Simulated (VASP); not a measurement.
Energy against volume of Tl (hcp). Level of theory: SCAN meta-GGA, VASP's PBE PAW potentials (set 64) (plane waves; VASP). Run with 520 eV cut-off, 12×12×7 Γ-centred mesh, first-order Methfessel-Paxton smearing of 0.10 eV, potentials Tl_d.

Shape and ions are relaxed at each volume.

```csv
V (Å³/atom),E (eV/atom)
28.819,-72.31852
29.710,-72.32174
30.601,-72.31956
31.492,-72.31296
```

Q: Fit these four points and predict the energy of the run at 27.927 Å³/atom.

A: A cubic in V^(−2/3), the third-order Birch-Murnaghan form, passes through the four points with V0 = 29.77 Å³/atom and B0 = 32 GPa, and gives -72.3087 eV/atom there. The run gave -72.3087 eV/atom, -0.0 meV/atom from the fit; all five points give B0 = 32 GPa.

The compound is Tl in the hcp structure. It was relaxed first.
